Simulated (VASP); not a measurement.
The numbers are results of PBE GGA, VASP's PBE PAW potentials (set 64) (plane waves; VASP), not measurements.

Input for VASP

**KPOINTS**
```
Automatic mesh
0
G
  7 7 2
```

File POSCAR:
```
Os
1
    2.7230030000     0.0000000000     0.0000000000
   -1.3615020000     2.3581900000     0.0000000000
    0.0000000000     0.0000000000     8.7612800000
Os
4
Direct
  0.0180190000  -0.0014300000  -0.0003100000
 -0.0098170000   0.0057300000   0.5059950000
  0.3234620000   0.6579430000   0.2480100000
  0.6683360000   0.3377570000   0.7463050000
```

### INCAR
```
ALGO = Normal
EDIFF = 1E-8
ENCUT = 300
GGA = PE
IBRION = 8
ISIF = 2
ISMEAR = 0
LASPH = .TRUE.
LCHARG = .FALSE.
LEPSILON = .FALSE.
LMAXMIX = 6
LREAL = .FALSE.
LWAVE = .FALSE.
NELM = 100
NSW = 1
PREC = Accurate
SIGMA = 0.1
SYSTEM = Os
```

POTCAR, in this order: Os (PBE.64 set). Program: vasp_std.

At this cut-off the stress carries a Pulay error, which pulls relaxed volumes low. Unless said otherwise, spin-orbit coupling is left out, though it shifts the bands of the heavy elements here.

### Question
Predict the energy per atom (σ→0), pressure, largest force, band gap (on the k-mesh).

### Answer

| Item | Result |
|---|---|
| energy per atom (σ→0) | -11.109 eV/atom |
| band gap (on the k-mesh) | none (metal, semimetal or under 0.01 eV) |
| pressure | 6.79 GPa |
| largest force | 1.185 eV/Å |

OSZICAR:
```
...
RMM:  10    -0.268906803517E+00    0.37148E-05   -0.35476E-06  3339   0.219E-03    0.808E-04
RMM:  11    -0.268905052782E+00    0.17507E-05   -0.76300E-07  3626   0.866E-04    0.212E-04
RMM:  12    -0.268904624139E+00    0.42864E-06   -0.21392E-07  3571   0.309E-04    0.810E-05
RMM:  13    -0.268904423056E+00    0.20108E-06    0.46156E-08  3815   0.165E-04    0.206E-05
RMM:  14    -0.268904396029E+00    0.27027E-07    0.37647E-07  3800   0.837E-05    0.743E-06
RMM:  15    -0.268904363856E+00    0.32173E-07   -0.12652E-07  3961   0.616E-05    0.193E-06
RMM:  16    -0.268904361717E+00    0.21391E-08   -0.59894E-08  3799   0.548E-05    0.144E-06
 Linear response finished
```

The structure was generated: Os was put into an ordered model structure, which need not be its known phase. The cell was not relaxed at this level, atoms are displaced from their ideal sites. The k-mesh is coarse (spacing up to 0.38 per Å, 2π included), so the numbers may not be converged in it. The run is one of a series of settings (EDIFF = 1E-8, IBRION = 8, LEPSILON = .FALSE., NSW = 1 against the base run), some of them coarse on purpose. VASP warned that the highest band is occupied, so more bands are needed.
